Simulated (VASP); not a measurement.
VASP input:

POSCAR:
```
CdTe
1
    0.0000000000     3.2236716596     3.2236716596
    3.2236716596     0.0000000000     3.2236716596
    3.2236716596     3.2236716596     0.0000000000
Cd Te
1 1
Direct
  0.0000000000   0.0000000000   0.0000000000
  0.2500000000   0.2500000000   0.2500000000
```

### KPOINTS
```
Automatic mesh
0
Gamma
6 6 6
0 0 0
```

**INCAR**
```
LASPH  =  .TRUE.
LMAXMIX  =  4   # l cut-off of mixed one-centre charges
ISMEAR  =  0
SIGMA  =  0.05
METAGGA  =  R2SCAN
ALGO  =  Normal   # blocked Davidson
SYSTEM  =  CdTe
NSW  =  30   # most ionic steps
PREC  =  Accurate
ENCUT  =  480   # plane-wave cut-off (eV)
EDIFFG  =  -0.01
LWAVE  =  .FALSE.
LMIXTAU  =  .TRUE.
ISIF  =  2   # forces and stress, cell fixed
IBRION  =  2   # conjugate gradients
LREAL  =  .FALSE.   # projection in real space or not
EDIFF  =  1E-7
NELM  =  100
LCHARG  =  .FALSE.
```

POTCAR, in this order: Cd Te (PBE.64 set). Program: vasp_std.

Q: Write an equivalent input for Ansatz.

A: One equivalent input (not run):
Ansatz 0.2 input:
```yaml
crystal:
  lattice:
    - [0.0000000, 3.2236717, 3.2236717]
    - [3.2236717, 0.0000000, 3.2236717]
    - [3.2236717, 3.2236717, 0.0000000]
  atoms:
    - { symbol: Cd, position: [0.0000000, 0.0000000, 0.0000000] }
    - { symbol: Te, position: [0.2500000, 0.2500000, 0.2500000] }
kpoints:
  mp_grid: { grid: [6, 6, 6] }
hamiltonian:
  xc: r2scan
  pseudopotentials: { kind: paw }
scf:
  occupations: { method: gaussian, width: 0.05 }
  max_iter: 100
relax:
  max_steps: 30
  f_tol: 0.01
output: { forces: true, stress: true, eigenvalues: true }
```
The two are equivalent in intent, not identical: each code has its own PAW files, so the cut-off isn't converted (ENCUT is set for VASP's; basis.ecutwfc is left out, and Ansatz then takes the one that its files recommend); Ansatz stops its SCF on the density residual and VASP on the energy change (EDIFF).

The compound is CdTe in the zinc blende structure. This cell was strained or had an atom moved on purpose.
